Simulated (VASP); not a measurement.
TiO₂ (rutile) relaxed at rising pressure, in one space group throughout; other phases were not tried. The pressures are those reached. These are PBE GGA, VASP's PBE PAW potentials (set 64) (plane waves; VASP) values and carry that method's errors.

```json
[
 {"P (GPa)": "0.02", "V (Å³/atom)": "10.663", "k-mesh": "5×5×8"},
 {"P (GPa)": "5.02", "V (Å³/atom)": "10.424", "k-mesh": "5×5×8"},
 {"P (GPa)": "10.02", "V (Å³/atom)": "10.208", "k-mesh": "5×5×8"},
 {"P (GPa)": "20.12", "V (Å³/atom)": "9.838", "k-mesh": "5×5×8"},
 {"P (GPa)": "29.92", "V (Å³/atom)": "9.539", "k-mesh": "5×5×8"}
]
```

**Question.** Fit an equation of state and predict the volume at 45.07 GPa.

**Answer.** Least squares on the third-order Birch-Murnaghan form, P = (3B0/2)(y⁷ − y⁵)[1 + (3/4)(B′ − 4)(y² − 1)] with y = (V0/V)^(1/3), gives V0 = 10.665 Å³/atom, B0 = 207 GPa and B′ = 4.6, and so 9.155 Å³/atom. The run gave 9.154 Å³/atom, -0.0 % from the fit.

Pressures at which the relaxation failed are left out.

The compound is TiO2 in the rutile structure.
